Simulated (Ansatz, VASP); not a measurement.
**One calculation of B2F, two programs**

File INCAR:

```
SYSTEM = B2F
  PREC = Accurate
  ENCUT = 520
  EDIFF = 1E-6
  ISMEAR = 0
  SIGMA = 0.1
  LREAL = .FALSE.
  LASPH = .TRUE.
  NELM = 60
  ALGO = Normal
  ISIF = 2
  LWAVE = .FALSE.
  LCHARG = .FALSE.
  GGA = PE
  NBANDS = 14
```

File KPOINTS:

```
regular mesh
0
G
  16 16 16
  0 0 0
```

File POSCAR:

```
B2F
1.0
    0.0000000000      2.4602477385      2.4602477385
    2.4602477385      0.0000000000      2.4602477385
    2.4602477385      2.4602477385      0.0000000000
B F
2 1
Direct
    0.5000000000      0.5000000000      0.5000000000
    0.7500000000      0.7500000000      0.7500000000
    0.2500000000      0.2500000000      0.2500000000
```

Input for Ansatz:

```yaml
crystal:
  lattice:
    - [0.0, 2.4602477385, 2.4602477385]
    - [2.4602477385, 0.0, 2.4602477385]
    - [2.4602477385, 2.4602477385, 0.0]
  atoms:
    - { symbol: B, position: [0.5, 0.5, 0.5] }
    - { symbol: B, position: [0.75, 0.75, 0.75] }
    - { symbol: F, position: [0.25, 0.25, 0.25] }
basis:
  ecutwfc: 420
kpoints:
  mp_grid: { grid: [16, 16, 16] }
  band_path:
    path:
      - [[0.0, 0.0, 0.0], [-0.5, -0.5, 0.0], [-0.375, -0.375, 0.25]]
      - [[-0.375, 0.0, 0.375], [0.0, 0.0, 0.0], [0.0, 0.0, 0.5], [-0.5, -0.25, 0.25], [-0.5, -0.5, 0.0]]
    npoints: 14
hamiltonian:
  xc: pbe
scf:
  occupations: { method: gaussian, width: 0.1 }
  n_extra_bands: 7
output:
  forces: true
  stress: true
  eigenvalues: true
  populations: true
  dos: { projected: true, de: 0.02, nscf_kmesh: { grid: [20, 20, 20] } }
  bader: true
  write_density: true
  write_potential: true
  elf: true
  volumetric_format: npy
```

The cell was built by a generator and needn't be a form met in nature.

Alike in both runs: task single point; functional PBE; k mesh 16 × 16 × 16; occupations gaussian, width 0.1 eV; no spin polarisation.

|  | VASP | Ansatz |
| --- | --- | --- |
| version | VASP 6.6.1 | Ansatz 0.2.0 |
| potentials or method | VASP PAW PBE potentials, release 64 (B, F) | scalar-relativistic, plane waves, PAW |
| plane-wave cutoff (eV) | 520 | 420 |
| valence electrons in the cell | 13 | 13 |

```tsv
	VASP	Ansatz	Ansatz less VASP
gap on the k mesh at the Fermi level (eV)	none	none	-
pressure (GPa)	-0.3	0.0	+0.27
```

A gap of «none» marks a metal or a gap that the smearing closes. The functional is the same, so the differences come from potentials, cutoffs and numerics.

Caveats: an odd number of electrons without spin polarisation forces a metal; a magnetic or distorted state may lie lower.
